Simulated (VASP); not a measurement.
Crystal: ZnO (zincite).

```
Zn O
1.0
     3.27949    0.00000    0.00000
    -1.63974    2.84012    0.00000
     0.00000    0.00000    5.29327
Zn O
2 2
Direct
  0.33333 0.66667 0.49997
  0.66667 0.33333 0.99997
  0.66667 0.33333 0.37904
  0.33333 0.66667 0.87904
```

Base run:

| Property | Result |
| --- | --- |
| Program | VASP 6.6.1 |
| Functional | PBE |
| Potentials or basis | VASP PAW PBE potentials, release 64 (Zn, O) |
| Cutoff | 520 eV |
| k mesh | 9 × 9 × 6 |
| Occupations | gaussian, width 0.02 eV |
| Spin | no spin polarisation |

Its results: band gap on the k mesh 0.73 eV, direct; pressure 0.9 GPa.

The run is repeated on the same cell with these changes: functional from PBE to r2SCAN; further incar settings from ALGO = Fast; EDIFF = 1e-06; NBANDS = 26 to ALGO = Normal; EDIFF = 1e-06; NBANDS = 26. What comes out?

Band gap on the k mesh 1.17 eV, direct; pressure -5.0 GPa.

Caveats: an odd mesh through Γ misses points on the zone boundary, where band edges often lie; the PAW data sets were made with another functional, which shifts forces and pressure a little (some runs).

Not every run made on this cell is shown here.
